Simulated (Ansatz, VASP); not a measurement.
**Two plane-wave programs on Ta3AsAu2O13**

Contents of INCAR:

```
SYSTEM = Ta3AsAu2O13
PREC = Accurate ; ENCUT = 520
EDIFF = 1E-7 ; ISMEAR = -1
SIGMA = 0.05 ; LREAL = .FALSE.
LASPH = .TRUE. ; NELM = 80
ALGO = Normal ; ISIF = 2
LWAVE = .FALSE. ; LCHARG = .TRUE.
GGA = PE ; LVHAR = .TRUE.
KPAR = 4
```

The input KPOINTS:

```
Automatic mesh
0
G
  7 7 3
  0 0 0
```

POSCAR

```
Ta3AsAu2O13
1.0
    6.8006700000     -1.9216300000     -0.0262100000
    6.8006700000      1.9216300000     -0.0262100000
   -1.7222500000      0.0000000000     10.3728800000
Ta As Au O
3 1 2 13
Direct
    0.2983200000      0.2983200000      0.6304200000
    0.3583800000      0.3583800000      0.0038600000
    0.6415300000      0.6415300000      0.9984100000
    0.7021000000      0.7021000000      0.3624900000
    0.6017600000      0.6017600000      0.6318100000
    0.3998900000      0.3998900000      0.3657700000
    0.3425700000      0.3425700000      0.8055700000
    0.4163800000      0.4163800000      0.5563500000
    0.7815900000      0.7815900000      0.5938900000
    0.6595800000      0.6595800000      0.2007100000
    0.5909500000      0.5909500000      0.4348600000
    0.2189700000      0.2189700000      0.4115600000
    0.6154600000      0.6154600000      0.8221400000
    0.1440000000      0.1440000000      0.6409700000
    0.3830000000      0.3830000000      0.1794700000
    0.8449800000      0.8449800000      0.3582500000
    0.5005000000      0.5005000000      0.0025800000
    0.8126900000      0.8126900000      0.9923200000
    0.1873700000      0.1873700000      0.0085600000
```

Contents of input.yaml:

```yaml
crystal:
  lattice:
    - [6.80067, -1.92163, -0.02621]
    - [6.80067, 1.92163, -0.02621]
    - [-1.72225, 0.0, 10.37288]
  atoms:
    - { symbol: Ta, position: [0.29832, 0.29832, 0.63042] }
    - { symbol: Ta, position: [0.35838, 0.35838, 0.00386] }
    - { symbol: Ta, position: [0.64153, 0.64153, 0.99841] }
    - { symbol: As, position: [0.7021, 0.7021, 0.36249] }
    - { symbol: Au, position: [0.60176, 0.60176, 0.63181] }
    - { symbol: Au, position: [0.39989, 0.39989, 0.36577] }
    - { symbol: O, position: [0.34257, 0.34257, 0.80557] }
    - { symbol: O, position: [0.41638, 0.41638, 0.55635] }
    - { symbol: O, position: [0.78159, 0.78159, 0.59389] }
    - { symbol: O, position: [0.65958, 0.65958, 0.20071] }
    - { symbol: O, position: [0.59095, 0.59095, 0.43486] }
    - { symbol: O, position: [0.21897, 0.21897, 0.41156] }
    - { symbol: O, position: [0.61546, 0.61546, 0.82214] }
    - { symbol: O, position: [0.144, 0.144, 0.64097] }
    - { symbol: O, position: [0.383, 0.383, 0.17947] }
    - { symbol: O, position: [0.84498, 0.84498, 0.35825] }
    - { symbol: O, position: [0.5005, 0.5005, 0.00258] }
    - { symbol: O, position: [0.81269, 0.81269, 0.99232] }
    - { symbol: O, position: [0.18737, 0.18737, 0.00856] }
hamiltonian:
  xc: pbe
  pseudopotentials: { kind: nc, accuracy: standard }
kpoints:
  mp_grid: { grid: [7, 7, 3] }
scf:
  occupations: { method: fermi_dirac, width: 0.05 }
output:
  forces: true
  stress: true
  eigenvalues: true
```

The cell was built by a generator and needn't be a form met in nature.

Alike in both runs: functional PBE; k mesh 7 × 7 × 3; occupations fermi-dirac, width 0.05 eV; no spin polarisation.

```csv
,VASP,Ansatz
version,VASP 6.6.1,Ansatz 0.2.0
potentials or method,"VASP PAW PBE potentials, release 64 (Ta_pv, As, Au, O)",PseudoDojo standard (PBE files)
plane-wave cutoff (eV),520,1143
valence electrons in the cell,138,170
task,electrostatic potential,single point
```

Ansatz gave:

* gap on the k mesh at the Fermi level (eV): none
* pressure (GPa): -0.7
* largest component of the traceless stress (GPa): 0.22
* rms of the force components (eV/Å): 0.040

Task: Which values does VASP return?

Result: gap on the k mesh at the Fermi level (eV): none; pressure (GPa): 0.7; largest component of the traceless stress (GPa): 0.40; rms of the force components (eV/Å): 0.077.

Atom by atom the forces differ by 0.102 eV/Å (rms over components). A gap of «none» marks a metal or a gap that the smearing closes. The two sets of potentials don't hold the same shells in valence.

Spin-orbit coupling is left out, which matters for the levels of Au, Ta.
